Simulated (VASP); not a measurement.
```
CELL_PARAMETERS angstrom
      0.00000     2.42776     2.39134
      2.39134     0.00000     2.39134
      2.39134     2.42776     0.00000
ATOMIC_POSITIONS crystal
  Y  0.00000 0.00000 0.00000
  N  0.50000 0.50000 0.50000
```

Computed with PBEsol GGA, VASP's PBE PAW potentials (set 64) (plane waves; VASP). Numerical set-up: 600 eV cut-off, 10×10×10 Γ-centred mesh, Gaussian smearing of 0.050 eV, potentials Y_sv N.

**Question.** Give the stress tensor in GPa (positive for a compressed cell).

**Answer.** 
```
6.95  0.00  0.00
0.00  2.41  0.00
0.00  0.00  6.95
```
The pressure is its mean diagonal, 5.44 GPa.

The compound is YN in the rock salt structure. This cell was strained or had an atom moved on purpose.
